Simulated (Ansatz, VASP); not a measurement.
# Cross-check of Ag (Ag wire along [100], 25 atoms a period) between VASP and Ansatz

One calculation is typed for both programs; each brings its own data sets. How far apart do they land? The structure shown is the end of the Ansatz relaxation below.

Program: Ansatz 0.2.0. Level of theory: plane waves, with VASP 6.6.1 beside it; single point at PBE. Results are calculated unless marked as measured.

### Step 1. Starting point

The cell holds 25 atoms: 25 Ag. Its edges and angles: a = 15.100 Å, b = 15.100 Å, c = 3.716 Å, α = 90.0°, β = 90.0°, γ = 90.0°. Vacuum lies along a and b. The structure's axis is c.

### Step 2. Ansatz: relaxation, PBE

Ansatz runs on its PAW soft_1 files.

This run makes the geometry at which the two programs are then compared.

The input, input.yaml:

```yaml
crystal:
  lattice:
    - [15.1, 0.0, 0.0]
    - [0.0, 15.1, 0.0]
    - [0.0, 0.0, 4.15]
  atoms:
    - { symbol: Ag, position: [0.225165563, 0.225165563, 0.0] }
    - { symbol: Ag, position: [0.225165563, 0.5, 0.0] }
    - { symbol: Ag, position: [0.225165563, 0.774834437, 0.0] }
    - { symbol: Ag, position: [0.362582781, 0.362582781, 0.0] }
    - { symbol: Ag, position: [0.362582781, 0.637417219, 0.0] }
    - { symbol: Ag, position: [0.5, 0.225165563, 0.0] }
    - { symbol: Ag, position: [0.5, 0.5, 0.0] }
    - { symbol: Ag, position: [0.5, 0.774834437, 0.0] }
    - { symbol: Ag, position: [0.637417219, 0.362582781, 0.0] }
    - { symbol: Ag, position: [0.637417219, 0.637417219, 0.0] }
    - { symbol: Ag, position: [0.774834437, 0.225165563, 0.0] }
    - { symbol: Ag, position: [0.774834437, 0.5, 0.0] }
    - { symbol: Ag, position: [0.774834437, 0.774834437, 0.0] }
    - { symbol: Ag, position: [0.225165563, 0.362582781, 0.5] }
    - { symbol: Ag, position: [0.225165563, 0.637417219, 0.5] }
    - { symbol: Ag, position: [0.362582781, 0.225165563, 0.5] }
    - { symbol: Ag, position: [0.362582781, 0.5, 0.5] }
    - { symbol: Ag, position: [0.362582781, 0.774834437, 0.5] }
    - { symbol: Ag, position: [0.5, 0.362582781, 0.5] }
    - { symbol: Ag, position: [0.5, 0.637417219, 0.5] }
    - { symbol: Ag, position: [0.637417219, 0.225165563, 0.5] }
    - { symbol: Ag, position: [0.637417219, 0.5, 0.5] }
    - { symbol: Ag, position: [0.637417219, 0.774834437, 0.5] }
    - { symbol: Ag, position: [0.774834437, 0.362582781, 0.5] }
    - { symbol: Ag, position: [0.774834437, 0.637417219, 0.5] }
kpoints:
  mp_grid: { grid: [1, 1, 20] }
scf:
  occupations: { method: fermi_dirac, width: 0.05 }
hamiltonian:
  xc: pbe
  pseudopotentials: { kind: paw, azcp: { folder: soft_1 } }
relax:
  cell: { fix: [a, b, alpha, beta, gamma] }
  max_steps: 45
  f_tol: 0.03
```

Launch:

```sh
$ ansatz run input.yaml --threads 16 --pin off --max-ram 61440MiB --backend cuda --events-out ev --progress --plain --runs-dir out --max-vram 78GiB
```

Numbers of over 12 decimals in the logs are rounded to 6 here.

What it wrote:

```text
Engine: ansatz 0.2.0, aarch64-unknown-linux-gnu
Pseudopotentials: kind: paw
Pseudopotential: Ag, paw, valence charge 19, recommended cutoff 420 eV (normal), soft_1/Ag.paw.azcp
Functional definition: PBE
  parameter kappa = 0.804
  parameter beta = 0.066725
  exchange = pbe_x(kappa = kappa, mu = beta*pi^2/3)
  correlation = pbe_c(beta = beta)
[...]
Crystal: 25 atoms, lattice volume = 946.242 Å³
Basis set: ecut = 420 eV, 18373 PW (Γ), exchange–correlation on 216×216×60 points (8 copies of the dense FFT grid, shifted against one another)
Bands: 285, of which v1, the nominal top of the filled ones, is band 238 counted from 1 (237 counted from 0)
Symmetry: 16 space group operations
Space group: P4/mmm (ITA 123), of the structure as read, at distance tolerance 9.8e-5 Å
k-points: 11 of 20
Non-local potential: Ag, projectors of the file, l = 0: 3, l = 1: 2, l = 2: 2, l = 3: 1
PAW form: soft (Blöchl's): semilocal exchange-correlation on the pseudo side does not see the compensation charge
PAW one-centre angular grid: Ag, 590 points (default); XC on 64 Gauss nodes
Initial density: superposition of atomic densities (neutral atoms: chi_scale 0, normalization atom)
Initial wavefunctions: pseudopotential atomic-orbital guess
[...]
Functional: x = pbe(κ = 0.804, μ = 0.219515), c = pbe(β = 0.066725)
SCF iter   1: F=—  HF=-189760.792470 eV  |F-HF|=—  |Δ(HF+E_count)|=         —  Δρ=3.74e-2  dr2=1.80e1  ethr=3.10e-3  ⟨swp⟩=6.0  Hψ=11688  notcnv=0  defer=98
preconditioner: auto → LDOS  [metal: Δε(μ)=0.043 eV  Ē_g=8.072 eV  σ=0.050 eV  W_gap=0.21  n_scr=246 (ndim 8)  ℏωp=20.0 eV  f_vac=0.454  D(μ)=6.73/eV (n_scr^D=20)  β→1.0]
SCF iter   2: F=—  HF=-189765.319439 eV  |F-HF|=—  |Δ(HF+E_count)|=    4.53e0  Δρ=5.74e-2  dr2=3.03e1  ethr=3.10e-3  ⟨swp⟩=3.0  Hψ=6436  notcnv=0  defer=382
[...]
SCF iter  10: F=-189756.307158 eV  HF=-189756.307158 eV  |F-HF|=4.51e-9  |Δ(HF+E_count)|=   2.26e-7  Δρ=1.80e-6  dr2=2.39e-8  ethr=2.11e-11  ⟨swp⟩=4.0  Hψ=9926  notcnv=0
SCF 1 converged in 10 iterations: F = -189756.307158 eV  dr2 = 2.39e-8
  greatest PAW one-centre occupation: 1.001 electrons in one spin orbital (limit 2), on the Ag atom at site 21 (counted from 0), in its partial waves of l = 0
relax step   1: F+E_penalty+E_count = -189756.30715761 eV  Δ(F+E_penalty+E_count) = +0.000e0 eV  max|allowed force component| = 3.735e-1 eV/Å  Δτ_max = 0.0000 Å  P = -1.506 GPa  Ω = 946.242 Å³  fix = [a, b, alpha, beta, gamma]  reactions: a -1.145, b -1.145 GPa  (10 SCF iters, dr2 threshold 1.00e-7 eV, accepted)
[...]
relax step   2: F+E_penalty+E_count = -189756.62576849 eV  Δ(F+E_penalty+E_count) = -3.186e-1 eV  max|allowed force component| = 2.055e-1 eV/Å  Δτ_max = 0.1525 Å  P = +0.997 GPa  Ω = 910.944 Å³  energy of the carried Pulay correction = +7.919e-3 eV  fix = [a, b, alpha, beta, gamma]  reactions: a +1.206, b +1.206 GPa  (7 SCF iters, dr2 threshold 2.50e-6 eV, accepted)
[...]
relax step   3: F+E_penalty+E_count = -189756.74383186 eV  Δ(F+E_penalty+E_count) = -1.181e-1 eV  max|allowed force component| = 3.554e-2 eV/Å  Δτ_max = 0.0861 Å  P = +0.050 GPa  Ω = 905.713 Å³  energy of the carried Pulay correction = +9.121e-3 eV  fix = [a, b, alpha, beta, gamma]  reactions: a +0.207, b +0.207 GPa  (7 SCF iters, dr2 threshold 2.50e-6 eV, accepted)
[...]
relax step   4: F+E_penalty+E_count = -189756.79401335 eV  Δ(F+E_penalty+E_count) = -5.018e-2 eV  max|allowed force component| = 1.926e-2 eV/Å  Δτ_max = 0.0886 Å  P = +0.075 GPa  Ω = 880.605 Å³  energy of the carried Pulay correction = +1.500e-2 eV  fix = [a, b, alpha, beta, gamma]  reactions: a +0.160, b +0.160 GPa  (7 SCF iters, dr2 threshold 1.72e-7 eV, accepted)
[...]
relax step   7: F+E_penalty+E_count = -189756.82586366 eV  Δ(F+E_penalty+E_count) = -1.426e-2 eV  max|allowed force component| = 2.786e-2 eV/Å  Δτ_max = 0.0869 Å  P = -0.076 GPa  Ω = 841.289 Å³  energy of the carried Pulay correction = +2.459e-2 eV  fix = [a, b, alpha, beta, gamma]  reactions: a -0.086, b -0.086 GPa  (12 SCF iters, accepted)
[...]
relax step  10: F+E_penalty+E_count = -189756.82884908 eV  Δ(F+E_penalty+E_count) = -1.588e-3 eV  max|allowed force component| = 2.051e-3 eV/Å  Δτ_max = 0.0133 Å  P = +0.046 GPa  Ω = 847.343 Å³  energy of the carried Pulay correction = +2.308e-2 eV  fix = [a, b, alpha, beta, gamma]  reactions: a +0.071, b +0.071 GPa  (9 SCF iters, accepted)
[...]
SCF converged after 8 iterations
[...]
k-point 10: bands = ["-85.2548", "-85.2537", "-85.2537", "-85.2526", "-85.2219", "-85.2219", "-85.2219", "-85.2219", "-85.1677", "-84.9923", "-84.9923", "-84.9923", "-84.9923", "-84.9914", "-84.9914", "-84.9914", "-84.9914", "-84.9901", "-84.9901", "-84.9901", "-84.9901", "-84.8312", "-84.8312", "-84.8312", "-84.8312", "-48.7737", "-48.7657", "-48.7630", "-48.7630", "-48.7547", "-48.7547", "-48.7533", "-48.7518", " [...]
--- Relaxed structure (10 steps of the walk, 8 accepted, 1 SCFs on fresh bases) ---
  F+E_penalty+E_count = -189756.80772039 eV   max|allowed force component| = 2.276e-3 eV/Å   (the final SCF, on the basis selected at the relaxed cell)
  cell:  # Å, volume = 847.3428 Å³
    - [15.1, 0.0, 0.0]
    - [0.0, 15.1, 0.0]
    - [0.0, 0.0, 3.716253]
  atoms:
    - { symbol: Ag, position: [0.219027, 0.219027, 0.0] }
    - { symbol: Ag, position: [0.213650, 0.5, 0.0] }
    - { symbol: Ag, position: [0.219027, 0.780973, 0.0] }
    - { symbol: Ag, position: [0.355232, 0.355232, 0.0] }
    - { symbol: Ag, position: [0.355232, 0.644768, 0.0] }
    - { symbol: Ag, position: [0.5, 0.213650, 0.0] }
    - { symbol: Ag, position: [0.5, 0.5, 0.0] }
    - { symbol: Ag, position: [0.5, 0.786350, 0.0] }
    - { symbol: Ag, position: [0.644768, 0.355232, 0.0] }
    - { symbol: Ag, position: [0.644768, 0.644768, 0.0] }
    - { symbol: Ag, position: [0.780973, 0.219027, 0.0] }
    - { symbol: Ag, position: [0.786350, 0.5, 0.0] }
    - { symbol: Ag, position: [0.780973, 0.780973, 0.0] }
    - { symbol: Ag, position: [0.212170, 0.358513, 0.5] }
    - { symbol: Ag, position: [0.212170, 0.641487, 0.5] }
    - { symbol: Ag, position: [0.358513, 0.212170, 0.5] }
    - { symbol: Ag, position: [0.356166, 0.5, 0.5] }
    - { symbol: Ag, position: [0.358513, 0.787830, 0.5] }
    - { symbol: Ag, position: [0.5, 0.356166, 0.5] }
    - { symbol: Ag, position: [0.5, 0.643834, 0.5] }
    - { symbol: Ag, position: [0.641487, 0.212170, 0.5] }
    - { symbol: Ag, position: [0.643834, 0.5, 0.5] }
    - { symbol: Ag, position: [0.641487, 0.787830, 0.5] }
    - { symbol: Ag, position: [0.787830, 0.358513, 0.5] }
    - { symbol: Ag, position: [0.787830, 0.641487, 0.5] }
```

(Continued in part 2 of 2.)

[Lines on the potential files, build, host, timing and source positions are cut from VASP's logs without a mark.]

[Logs are printed without paths, hosts, clocks, repeated set-up lines and the standing remarks that a program may print on its own settings, such as how far it seeks lower states.]

[Hosts, paths, dates, database ids (printed as entryN), source tags and the programs' standing remarks are cut or masked in the printed files.]
